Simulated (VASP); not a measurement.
**CO: single point with r2SCAN**

The system is CO, in a box.

```
C O
1.0
    12.00000    0.00000    0.00000
     0.00000   12.00000    0.00000
     0.00000    0.00000   12.00000
C O
1 1
Direct
  0.50000 0.50000 0.45300
  0.50000 0.50000 0.54700
```

- Program: VASP 6.6.1
- Task: single point
- Functional: r2SCAN
- Potentials or basis: VASP PAW PBE potentials, release 64 (C, O)
- Cutoff: 520 eV
- k mesh: 1 × 1 × 1
- Occupations: gaussian, width 0.01 eV
- Spin: no spin polarisation

- Largest force: 0.828 eV/Å
- Gap between the frontier levels: 7.81 eV

Forces on the atoms (eV/Å):
```
C    0.000  0.000 -0.828
O    0.000  0.000  0.828
```

Levels at points of the mesh, in eV from the valence-band top:
```tsv
k point	band 2	band 3	band 4	band 5	band 6	band 7	band 8	band 9
(0.00, 0.00, 0.00)	-5.21	-2.74	-2.74	0.00	7.81	7.81	9.49	10.47
```

It took 3.9 min on 1 thread of Intel(R) Xeon(R) 6975P-C (Granite Rapids), with other jobs on the host, peak memory 1.5 GiB.

Caveat: the standard files for N, O and F lose accuracy on very short bonds; the PAW data sets were made with another functional, which shifts forces and pressure a little. r2SCAN opens gaps a little over a GGA but as a rule still falls short of measured ones.
